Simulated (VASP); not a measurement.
Level of theory: TPSS meta-GGA, VASP's PBE PAW potentials (set 64) (plane waves; VASP).

VASP input:

### INCAR
```
SIGMA = 0.05   ! width (eV)
LREAL = F   ! projection in real space or not
ISIF = 2
ALGO = Normal
PREC = Accurate
LMAXMIX = 4
LCHARG = F
SYSTEM = InP
ENCUT = 520
EDIFF = 1E-7
LWAVE = F
METAGGA = TPSS
NELM = 100
ISMEAR = 0   ! Gaussian
LASPH = T   ! aspherical one-centre terms
LMIXTAU = T
```

### POSCAR
```
InP
1.0
  0.0000000000   3.0021560921   3.0021560921
  3.0021560921   0.0000000000   3.0021560921
  3.0021560921   3.0021560921   0.0000000000
In P
1 1
Cart
  0.0000000000   0.0000000000   0.0000000000
  1.5010780460   1.5010780460   1.5010780460
```

KPOINTS:
```
K-points
0
Gamma
 8 8 8
```

POTCAR, in this order: In_d P (PBE.64 set). Program: vasp_std.

The resulting files:

File OSZICAR:
```
       N       E                     dE             d eps       ncg     rms          rms(c)
DAV:   1     0.963152409379E+02    0.96315E+02   -0.85699E+03   759   0.151E+03
DAV:   2    -0.162334587003E+02   -0.11255E+03   -0.10925E+03   774   0.333E+02
DAV:   3    -0.240707535084E+02   -0.78373E+01   -0.77852E+01   984   0.929E+01
DAV:   4    -0.242716481207E+02   -0.20089E+00   -0.20071E+00   840   0.158E+01
DAV:   5    -0.242796503820E+02   -0.80023E-02   -0.80020E-02  1113   0.289E+00    0.629E+00
DAV:   6    -0.212501030080E+02    0.30295E+01   -0.58357E+00   789   0.432E+01    0.289E+00
DAV:   7    -0.212265183690E+02    0.23585E-01   -0.34484E-01  1065   0.629E+00    0.182E+00
DAV:   8    -0.210680053705E+02    0.15851E+00   -0.36915E-01   759   0.580E+00    0.121E+00
DAV:   9    -0.212454272149E+02   -0.17742E+00   -0.17849E-01   764   0.433E+00    0.678E-01
DAV:  10    -0.212309593443E+02    0.14468E-01   -0.87173E-02   769   0.337E+00    0.490E-01
DAV:  11    -0.212376905368E+02   -0.67312E-02   -0.71181E-03   944   0.879E-01    0.122E-01
DAV:  12    -0.212618313051E+02   -0.24141E-01   -0.12638E-02   754   0.111E+00    0.715E-02
DAV:  13    -0.212623280579E+02   -0.49675E-03   -0.16254E-03   939   0.500E-01    0.938E-02
DAV:  14    -0.212621425472E+02    0.18551E-03   -0.61073E-04   779   0.315E-01    0.344E-02
DAV:  15    -0.212630402389E+02   -0.89769E-03   -0.38788E-04   804   0.266E-01    0.176E-02
DAV:  16    -0.212631982051E+02   -0.15797E-03   -0.57658E-05   954   0.129E-01    0.183E-02
DAV:  17    -0.212632050644E+02   -0.68593E-05   -0.18981E-05   819   0.419E-02    0.154E-02
DAV:  18    -0.212632027347E+02    0.23297E-05   -0.63986E-07   949   0.817E-03    0.182E-02
DAV:  19    -0.212632092873E+02   -0.65527E-05   -0.60422E-06   806   0.252E-02    0.635E-03
DAV:  20    -0.212632095108E+02   -0.22342E-06   -0.81505E-07   794   0.853E-03    0.636E-03
DAV:  21    -0.212632096611E+02   -0.15029E-06   -0.23688E-07   718   0.813E-03    0.285E-03
DAV:  22    -0.212632098072E+02   -0.14616E-06   -0.14155E-07   756   0.374E-03    0.134E-03
DAV:  23    -0.212632097948E+02    0.12437E-07   -0.11062E-08   407   0.136E-03
   1 F= -.21263210E+02 E0= -.21263210E+02  d E =-.310483E-12
```

**OUTCAR**
```
------------------------ aborting loop because EDIFF is reached ----------------------------------------
  FORCE on cell =-STRESS in cart. coord.  units (eV):
  Direction    XX          YY          ZZ          XY          YZ          ZX
  --------------------------------------------------------------------------------------
  Total       -0.5613412     -0.5613412     -0.5613412      0.0000000      0.0000000     -0.0000000
  in kB      -16.6191063    -16.6191063    -16.6191063      0.0000000      0.0000000     -0.0000000
  external PRESSURE =     -16.6191063 kB  Pullay stress =       0.0000000 kB
  volume of cell :       54.12
      direct lattice vectors                 reciprocal lattice vectors
     0.000000000  3.002156092  3.002156092    -0.166546970  0.166546970  0.166546970
     3.002156092  0.000000000  3.002156092     0.166546970 -0.166546970  0.166546970
     3.002156092  3.002156092  0.000000000     0.166546970  0.166546970 -0.166546970
  FREE ENERGIE OF THE ION-ELECTRON SYSTEM (eV)
  ---------------------------------------------------
  free  energy   TOTEN  =       -21.2632097948 eV

  energy  without entropy=      -21.2632097948  energy(sigma->0) =      -21.26320979
```
(Selected blocks of OUTCAR.)

The compound is InP in the zinc blende structure. This cell is one point of a volume scan, at 1.03 of the reference volume.
